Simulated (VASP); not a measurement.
Here is the system:

```xyz
2
Lattice="0.0000 3.5768 3.5768 3.5768 0.0000 3.5768 3.5768 3.5768 0.0000" Properties=species:S:1:pos:R:3 pbc="T T T"
K      0.0000     0.0000     0.0000
I      3.5768     3.5768     3.5768
```

Level of theory: AM05 GGA, VASP's PBE PAW potentials (set 64) (plane waves; VASP). Run with 520 eV cut-off, 7×7×7 Γ-centred mesh, Gaussian smearing of 0.050 eV, potentials K_sv I.

Question: The job: KI (rock salt), 2 atoms, AM05, static run, 520 eV, 7×7×7 Γ-centred mesh. Roughly how much core time does it take on a busy server core?

Answer: About 20 core-seconds (one run on a shared machine, a rough figure). It had 20 irreducible k-points, 12 bands, up to 2487 plane waves and 15 electronic steps.

The compound is KI in the rock salt structure. It was relaxed first.
